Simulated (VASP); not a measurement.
Calculation: r2SCAN+rVV10, VASP's PBE PAW potentials (set 64) (plane waves; VASP).

A VASP calculation is set up with these files.

### POSCAR
```
CeO2
1
   -0.0000000000     2.6986545720     2.6986545720
    2.6986545720     0.0000000000     2.6986545720
    2.6986545720     2.6986545720     0.0000000000
Ce O
1 2
Direct
  0.0000000000   0.0000000000   0.0000000000
  0.2500000000   0.2500000000   0.2500000000
  0.7500000000   0.7500000000   0.7500000000
```

**KPOINTS**
```
K-points
0
gamma
 7 7 7
```

**INCAR**
```
! general
SYSTEM    =  CeO2
PREC      =  Accurate
ENCUT     =  520
LREAL     =  .FALSE.
LASPH     =  .TRUE.

! electronic loop
EDIFF     =  1E-6
NELM      =  100
ALGO      =  Normal
LMAXMIX   =  6
LMIXTAU   =  .TRUE.

! smearing
ISMEAR    =  0
SIGMA     =  0.05

! functional
METAGGA   =  R2SCAN
LUSE_VDW  =  .TRUE.
BPARAM    =  11.95
CPARAM    =  0.0093

! ions
IBRION    =  2
NSW       =  60
ISIF      =  3
EDIFFG    =  -0.02

! output
LWAVE     =  .FALSE.
LCHARG    =  .FALSE.
```

POTCAR, in this order: Ce O (PBE.64 set). Program: vasp_std.

The run wrote:

**OUTCAR**
```
 ion  position               nearest neighbor table
   1  0.000  0.000  0.000-   3 2.34   3 2.34   3 2.34   2 2.34   2 2.34   2 2.34   3 2.34   2 2.34
  LATTYP: Found a face centered cubic cell.
 ALAT       =     5.3973091440
 Subroutine PRICEL returns:
 Original cell was already a primitive cell.
 Subroutine GETGRP returns: Found 48 space group operations
The static configuration has the point symmetry O_h .
The dynamic configuration has the point symmetry O_h .
 Subroutine INISYM returns: Found 48 space group operations
 Subroutine IBZKPT returns following result:
 Found     20 irreducible k-points:

 Following reciprocal coordinates:
            Coordinates               Weight
  0.000000  0.000000  0.000000      1.000000
  0.142857  0.000000  0.000000      8.000000
  0.285714  0.000000  0.000000      8.000000
  0.428571  0.000000  0.000000      8.000000
  0.142857  0.142857  0.000000      6.000000
  0.285714  0.142857  0.000000     24.000000
  0.428571  0.142857  0.000000     24.000000
 -0.428571  0.142857  0.000000     24.000000
 -0.285714  0.142857  0.000000     24.000000
 -0.142857  0.142857  0.000000     12.000000
  0.285714  0.285714  0.000000      6.000000
  0.428571  0.285714  0.000000     24.000000
 -0.428571  0.285714  0.000000     24.000000
 -0.285714  0.285714  0.000000     12.000000
  0.428571  0.428571  0.000000      6.000000
 -0.428571  0.428571  0.000000     12.000000
  0.428571  0.285714  0.142857     24.000000
 -0.428571  0.285714  0.142857     48.000000
 -0.428571  0.428571  0.142857     24.000000
 -0.285714  0.428571  0.142857     24.000000
   k-points           NKPTS =     20   k-points in BZ     NKDIM =     20   number of bands    NBANDS=     16
   number of dos      NEDOS =    301   number of ions     NIONS =      3
   total plane-waves  NPLWV =  21952
   dimension x,y,z NGX =    28 NGY =   28 NGZ =   28
   dimension x,y,z NGXF=    56 NGYF=   56 NGZF=   56
...
```

**OSZICAR**
```
       N       E                     dE             d eps       ncg     rms          rms(c)
DAV:   1     0.199985105698E+03    0.19999E+03   -0.11928E+04   664   0.204E+03
DAV:   2    -0.340968393416E+02   -0.23408E+03   -0.22447E+03   992   0.327E+02
DAV:   3    -0.656806037277E+02   -0.31584E+02   -0.25154E+02   784   0.143E+02
DAV:   4    -0.673309206173E+02   -0.16503E+01   -0.16501E+01  1080   0.342E+01
DAV:   5    -0.673937915607E+02   -0.62871E-01   -0.62867E-01   944   0.591E+00    0.333E+01
DAV:   6    -0.530526709743E+02    0.14341E+02   -0.41792E+01   928   0.500E+01    0.109E+01
DAV:   7    -0.535463144202E+02   -0.49364E+00   -0.15779E+01   928   0.435E+01    0.145E+01
DAV:   8    -0.538720707016E+02   -0.32576E+00   -0.96076E+00   984   0.261E+01    0.748E+00
DAV:   9    -0.533316364107E+02    0.54043E+00   -0.84974E+00   960   0.280E+01    0.301E+00
DAV:  10    -0.534379442615E+02   -0.10631E+00   -0.40751E-01   904   0.732E+00    0.677E-01
DAV:  11    -0.534378913023E+02    0.52959E-04   -0.36377E-02  1160   0.153E+00    0.305E-01
DAV:  12    -0.534451121279E+02   -0.72208E-02   -0.31909E-03   832   0.607E-01    0.272E-01
DAV:  13    -0.534315330803E+02    0.13579E-01   -0.44923E-02   944   0.208E+00    0.594E-01
DAV:  14    -0.534451518158E+02   -0.13619E-01   -0.11141E-02   808   0.112E+00    0.191E-01
DAV:  15    -0.534457745286E+02   -0.62271E-03   -0.16934E-03  1048   0.437E-01    0.751E-02
DAV:  16    -0.534457930033E+02   -0.18475E-04   -0.10694E-04   728   0.101E-01    0.553E-02
DAV:  17    -0.534457873292E+02    0.56741E-05   -0.33039E-05  1120   0.588E-02    0.517E-02
DAV:  18    -0.534457592315E+02    0.28098E-04   -0.11261E-04   960   0.857E-02    0.218E-02
DAV:  19    -0.534457633193E+02   -0.40878E-05   -0.89915E-06   848   0.312E-02    0.132E-02
DAV:  20    -0.534457646377E+02   -0.13184E-05   -0.13197E-06   448   0.143E-02    0.640E-03
DAV:  21    -0.534457653335E+02   -0.69587E-06   -0.44278E-07   400   0.883E-03
   1 F= -.53445765E+02 E0= -.53445765E+02  d E =-.534458E+02
       N       E                     dE             d eps       ncg     rms          rms(c)
DAV:   1    -0.535843618818E+02   -0.13860E+00   -0.45946E+00   680   0.222E+01    0.606E+00
DAV:   2    -0.534759414600E+02    0.10842E+00   -0.12113E+00   960   0.121E+01    0.154E+00
DAV:   3    -0.534682606178E+02    0.76808E-02   -0.80901E-01   952   0.759E+00    0.226E+00
DAV:   4    -0.534417137750E+02    0.26547E-01   -0.22654E-01   952   0.451E+00    0.137E-01
DAV:   5    -0.534417217283E+02   -0.79533E-05   -0.47603E-03   952   0.653E-01    0.240E-01
DAV:   6    -0.534412444368E+02    0.47729E-03   -0.16868E-03   984   0.372E-01    0.129E-01
DAV:   7    -0.534417936243E+02   -0.54919E-03   -0.18135E-03  1088   0.393E-01    0.143E-01
DAV:   8    -0.534420423870E+02   -0.24876E-03   -0.10375E-03   936   0.375E-01    0.113E-02
DAV:   9    -0.534420859763E+02   -0.43589E-04   -0.17128E-04   712   0.156E-01    0.142E-02
DAV:  10    -0.534421404593E+02   -0.54483E-04   -0.38438E-05   792   0.736E-02    0.236E-03
DAV:  11    -0.534421399195E+02    0.53985E-06   -0.50432E-06   880   0.149E-02
   2 F= -.53442140E+02 E0= -.53442140E+02  d E =0.362541E-02
       N       E                     dE             d eps       ncg     rms          rms(c)
DAV:   1    -0.534967949850E+02   -0.54655E-01   -0.15177E+00   688   0.130E+01    0.342E+00
DAV:   2    -0.534561703594E+02    0.40625E-01   -0.25850E-01   888   0.561E+00    0.666E-01
DAV:   3    -0.534567977433E+02   -0.62738E-03   -0.15668E-01   944   0.350E+00    0.106E+00
DAV:   4    -0.534501500011E+02    0.66477E-02   -0.45940E-02   944   0.206E+00    0.102E-01
DAV:   5    -0.534500768947E+02    0.73106E-04   -0.14010E-03   992   0.278E-01    0.818E-02
DAV:   6    -0.534501945205E+02   -0.11763E-03   -0.25493E-04   952   0.146E-01    0.759E-02
DAV:   7    -0.534501400704E+02    0.54450E-04   -0.26544E-04  1056   0.131E-01    0.291E-02
DAV:   8    -0.534502757494E+02   -0.13568E-03   -0.90399E-05   664   0.121E-01    0.705E-03
DAV:   9    -0.534502926762E+02   -0.16927E-04   -0.22500E-05   856   0.497E-02    0.438E-03
DAV:  10    -0.534502920781E+02    0.59809E-06   -0.20131E-06   432   0.177E-02
   3 F= -.53450292E+02 E0= -.53450292E+02  d E =-.452674E-02
```

OUTCAR:
```
------------------------ aborting loop because EDIFF is reached ----------------------------------------
  FORCE on cell =-STRESS in cart. coord.  units (eV):
  Direction    XX          YY          ZZ          XY          YZ          ZX
  --------------------------------------------------------------------------------------
  Total       -0.0008701     -0.0008701     -0.0008701      0.0000000     -0.0000000      0.0000000
  in kB       -0.0349904     -0.0349904     -0.0349904      0.0000000     -0.0000000      0.0000000
  external PRESSURE =      -0.0349904 kB  Pullay stress =       0.0000000 kB
  volume of cell :       39.84
      direct lattice vectors                 reciprocal lattice vectors
    -0.000000000  2.710862070  2.710862070    -0.184443172  0.184443172  0.184443172
     2.710862070 -0.000000000  2.710862070     0.184443172 -0.184443172  0.184443172
     2.710862070  2.710862070 -0.000000000     0.184443172  0.184443172 -0.184443172
 POSITION                                       TOTAL-FORCE (eV/Angst)
 -----------------------------------------------------------------------------------
      0.00000      0.00000      0.00000         0.000000      0.000000      0.000000
      1.35543      1.35543      1.35543         0.000000      0.000000      0.000000
      4.06629      4.06629      4.06629        -0.000000     -0.000000     -0.000000
 -----------------------------------------------------------------------------------
    total drift:                                0.000000      0.000000      0.000000
  FREE ENERGIE OF THE ION-ELECTRON SYSTEM (eV)
  ---------------------------------------------------
  free  energy   TOTEN  =       -53.4502920781 eV

  energy  without entropy=      -53.4502920781  energy(sigma->0) =      -53.45029208

 reached required accuracy - stopping structural energy minimisation
```
(Selected blocks of OUTCAR.)

CONTCAR:
```
CeO2
   1.00000000000000
    -0.0000000000000000    2.7108620695775252    2.7108620695775252
     2.7108620695775252   -0.0000000000000000    2.7108620695775252
     2.7108620695775252    2.7108620695775252   -0.0000000000000000
  Ce              O
     1     2
Direct
     0.0000000000000000    0.0000000000000000    0.0000000000000000
     0.2500000000000000    0.2500000000000000    0.2500000000000000
     0.7500000000000000    0.7500000000000000    0.7500000000000000
```

The compound is CeO2 in the fluorite structure. This run relaxes it. Symmetry was kept, so distortions that lower it aren't found. The start is the result of an earlier pass. The run is not spin-polarised, so no magnetic state was tried.
